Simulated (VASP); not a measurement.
Here is the system:

```xyz
4
Lattice="4.1288 0.0000 0.0000 -2.0644 3.5756 0.0000 0.0000 0.0000 4.5245" Properties=species:S:1:pos:R:3 pbc="T T T"
Ca     0.0000     0.0000     0.0231
Al     2.0644     1.1919     2.1003
Si     0.0000     2.3838     2.5532
H      2.0644     1.1919     0.3307
```

The numbers are results of PBEsol GGA, VASP's PBE PAW potentials (set 64) (plane waves; VASP), not measurements. Numerical set-up: 400 eV cut-off, 14×14×11 Γ-centred mesh, Gaussian smearing of 0.010 eV, potentials Ca_sv Al Si H.

Q: Predict the energy per atom (σ→0).

A: 
The energy per atom (σ→0) comes out as -4.231 eV/atom.

Total energies compare only between runs with the same potentials, cut-off and functional.

The structure comes from a computed database's CaAlSiH entry (P3m1); how it stands against other phases isn't given here. It was relaxed first.
